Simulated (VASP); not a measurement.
Runs of VASP 6.6.1 on Sb. It takes space group R-3m (No. 166, trigonal). Conventional cell: a = 4.308 Å, b = 4.308 Å, c = 11.274 Å, α = 90.00°, β = 90.00°, γ = 120.00°. Sb (site symmetry 3m) has 3 Sb at 2.91 Å as nearest neighbours. 

| level | potentials or basis | k mesh | cutoff (eV) | mesh quality | gap on the mesh (eV) | pressure (GPa) | largest force (eV/Å) |
| --- | --- | --- | --- | --- | --- | --- | --- |
| PBEsol | VASP PAW PBE potentials, release 64 (Sb) | 9 × 9 × 9 | 520 | not flagged | 0.08 | 0.2 | 0.18 |
| PBEsol | VASP PAW PBE potentials, release 64 (Sb) | 9 × 9 × 9 | 300 | not flagged | 0.08 | 0.2 | 0.18 |
| PBEsol | VASP PAW PBE potentials, release 64 (Sb) | 3 × 3 × 3 | 520 | coarse | 1.30 | (a) | (b) |
| LDA | VASP PAW LDA potentials, release 64 (Sb) | 9 × 9 × 9 | 520 | not flagged | 0.10 | -0.9 | 0.10 |
| PBEsol | VASP PAW PBE potentials, release 64 (Sb) | 9 × 9 × 9 | 200 | not flagged | 0.08 | 0.2 | 0.18 |

Alike in all rows: task electric field gradients; no spin polarisation; cell as given; smearing fermi-dirac 0.05 eV.

Q: Estimate the missing entries.

A: (a) 1.0; (b) 0.14.

Caveats: some runs use coarse meshes; spin-orbit coupling is left out, which moves the levels of the heavy elements; an odd mesh through Γ misses points on the zone boundary, where band edges often lie; the PAW data sets were made with another functional, which shifts forces and pressure a little (some runs); the cutoff is under 1.25 times the usual one of these potentials, so pressure, stress and relaxed cells hold a basis-set (Pulay) error (some runs).

A k mesh can miss the band edges, and the runs leave out spin-orbit coupling on Sb.
